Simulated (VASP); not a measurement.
Output of a VASP run:

### OSZICAR
```
...
DAV:   9    -0.156795885326E+02   -0.46175E-03   -0.58204E-03  1508   0.799E-01    0.111E-01
DAV:  10    -0.156796023411E+02   -0.13809E-04   -0.42723E-04  1576   0.171E-01    0.337E-02
DAV:  11    -0.156796393516E+02   -0.37010E-04   -0.21615E-04  1526   0.135E-01    0.337E-02
DAV:  12    -0.156796345192E+02    0.48323E-05   -0.30784E-05  1578   0.403E-02    0.850E-03
DAV:  13    -0.156796341197E+02    0.39949E-06   -0.27345E-06  1058   0.155E-02
   1 F= 0.39121421E+01 E0= 0.39122643E+01  d E =0.391214E+01
       N       E                     dE             d eps       ncg     rms          rms(c)
DAV:   1    -0.390372422604E+02   -0.23358E+02   -0.69980E+02  1426   0.276E+02    0.414E+01
DAV:   2    -0.139057524359E+02    0.25131E+02   -0.60121E+01  1242   0.195E+02    0.108E+01
DAV:   3    -0.100317026503E+02    0.38740E+01   -0.15196E+01  1538   0.428E+01    0.593E+00
DAV:   4    -0.986087517760E+01    0.17083E+00   -0.10560E+00  1206   0.654E+00    0.173E+00
DAV:   5    -0.986990882152E+01   -0.90336E-02   -0.55752E-02  1460   0.282E+00    0.102E+00
DAV:   6    -0.987569138628E+01   -0.57826E-02   -0.12208E-02  1550   0.207E+00    0.109E-01
DAV:   7    -0.987575959703E+01   -0.68211E-04   -0.27060E-03  1634   0.706E-01    0.587E-02
DAV:   8    -0.987575643092E+01    0.31661E-05   -0.15971E-04  1572   0.998E-02    0.288E-02
DAV:   9    -0.987575485883E+01    0.15721E-05   -0.84623E-06  1562   0.460E-02    0.906E-03
DAV:  10    -0.987575362732E+01    0.12315E-05   -0.21395E-06   814   0.909E-03    0.382E-03
DAV:  11    -0.987575376646E+01   -0.13914E-06   -0.23526E-07   648   0.496E-03
   2 F= 0.46713027E+01 E0= 0.46721001E+01  d E =0.759161E+00
       N       E                     dE             d eps       ncg     rms          rms(c)
DAV:   1    -0.229210562464E+02   -0.13045E+02   -0.28674E+02  1278   0.275E+02    0.165E+01
DAV:   2    -0.159122519842E+02    0.70088E+01   -0.18600E+01  1306   0.508E+01    0.628E+00
DAV:   3    -0.141223577105E+02    0.17899E+01   -0.70986E+00  1462   0.317E+01    0.323E+00
DAV:   4    -0.141258301782E+02   -0.34725E-02   -0.22605E-01  1236   0.318E+00    0.349E+00
DAV:   5    -0.141153559548E+02    0.10474E-01   -0.31978E-02  1362   0.297E+00    0.778E-01
DAV:   6    -0.141106989560E+02    0.46570E-02   -0.22113E-02  1390   0.184E+00    0.547E-01
DAV:   7    -0.141106853955E+02    0.13560E-04   -0.71601E-04  1566   0.359E-01    0.286E-02
DAV:   8    -0.141106881398E+02   -0.27442E-05   -0.10707E-04  1604   0.144E-01    0.232E-02
DAV:   9    -0.141106898790E+02   -0.17392E-05   -0.15940E-05  1578   0.464E-02    0.123E-02
DAV:  10    -0.141106912132E+02   -0.13342E-05   -0.24114E-06  1048   0.235E-02    0.162E-02
DAV:  11    -0.141106914248E+02   -0.21158E-06   -0.78418E-07   758   0.175E-02
   3 F= 0.32814340E+01 E0= 0.32815477E+01  d E =-.630708E+00
       N       E                     dE             d eps       ncg     rms          rms(c)
DAV:   1    -0.140305207615E+02    0.80170E-01   -0.23224E-01  1358   0.658E+00    0.507E-01
DAV:   2    -0.140237911791E+02    0.67296E-02   -0.14068E-02  1394   0.188E+00    0.184E-01
DAV:   3    -0.140223306282E+02    0.14606E-02   -0.55839E-03  1448   0.104E+00    0.694E-02
DAV:   4    -0.140223356061E+02   -0.49779E-05   -0.17485E-04  1174   0.919E-02    0.660E-02
DAV:   5    -0.140223387478E+02   -0.31417E-05   -0.26423E-05  1266   0.483E-02    0.729E-03
DAV:   6    -0.140223396755E+02   -0.92766E-06   -0.34502E-06  1132   0.173E-02
   4 F= 0.32799344E+01 E0= 0.32800460E+01  d E =-.632208E+00
```

**OUTCAR**
```
------------------------ aborting loop because EDIFF is reached ----------------------------------------
  FORCE on cell =-STRESS in cart. coord.  units (eV):
  Direction    XX          YY          ZZ          XY          YZ          ZX
  --------------------------------------------------------------------------------------
  Total       17.2307846     17.2307846     17.2307846      0.0000000     -0.0000000      0.0000000
  in kB      199.1736410    199.1736410    199.1736410      0.0000000     -0.0000000      0.0000000
  external PRESSURE =      -0.8263590 kB  Pullay stress =     200.0000000 kB
  volume of cell :      138.61
      direct lattice vectors                 reciprocal lattice vectors
     5.175209369  0.000000000 -0.000000000     0.193228897  0.000000000 -0.000000000
    -0.000000000  5.175209369  0.000000000    -0.000000000  0.193228897 -0.000000000
     0.000000000  0.000000000  5.175209369     0.000000000 -0.000000000  0.193228897
 POSITION                                       TOTAL-FORCE (eV/Angst)
 -----------------------------------------------------------------------------------
      0.00000      0.00000      0.00000         0.000000     -0.000000      0.000000
      2.58760      2.58760      2.58760        -0.000000     -0.000000      0.000000
      2.58760      0.00000      2.58760         0.000000      0.000000      0.000000
      0.00000      2.58760      2.58760         0.000000      0.000000      0.000000
      2.58760      2.58760      0.00000         0.000000     -0.000000      0.000000
 -----------------------------------------------------------------------------------
    total drift:                                0.000000      0.000000     -0.000000
  FREE ENERGIE OF THE ION-ELECTRON SYSTEM (eV)
  ---------------------------------------------------
  free  energy   TOTEN  =       -14.0223396755 eV

  energy  without entropy=      -14.0220048092  energy(sigma->0) =      -14.02222805
  enthalpy is  TOTEN    =         3.2799343657 eV   P V=       17.3022740412

 reached required accuracy - stopping structural energy minimisation
```
(Selected blocks of OUTCAR.)

### POSCAR
```
CsPbBr3
1
    5.3940893135    -0.0000000000    -0.0000000000
   -0.0000000000     5.3940893135     0.0000000000
   -0.0000000000     0.0000000000     5.3940893135
Cs Pb Br
1 1 3
Direct
  0.0000000000   0.0000000000   0.0000000000
  0.5000000000   0.5000000000   0.5000000000
  0.5000000000   0.0000000000   0.5000000000
  0.0000000000   0.5000000000   0.5000000000
  0.5000000000   0.5000000000   0.0000000000
```

Task: Write an INCAR and KPOINTS that could have produced this output.

Result: Several could match; the one computed here: the input of the run itself, PBEsol GGA, plane waves, VASP's PBE PAW potentials (set 64).

### INCAR
```
SYSTEM=CsPbBr3
PREC=Accurate; ENCUT=500; LREAL=.FALSE.
LASPH=.TRUE.
EDIFF=1E-6; NELM=100; ALGO=Normal
LMAXMIX=4
ISMEAR=1; SIGMA=0.1
GGA=PS
IBRION=2; NSW=40; ISIF=3
EDIFFG=-0.02; PSTRESS=200
LWAVE=.FALSE.; LCHARG=.FALSE.
```

### KPOINTS
```
Automatic mesh
0
Gamma
6 6 6
0 0 0
```

POTCAR, in this order: Cs_sv Pb_d Br (PBE.64 set). Program: vasp_std.

Energy and stress use the plane-wave basis of the starting cell.

The compound is CsPbBr3 in the cubic perovskite structure, the ideal cubic form; the compound distorts at low or room temperature. This run relaxes it under an external pressure of 20 GPa. Symmetry was kept, so distortions that lower it aren't found.
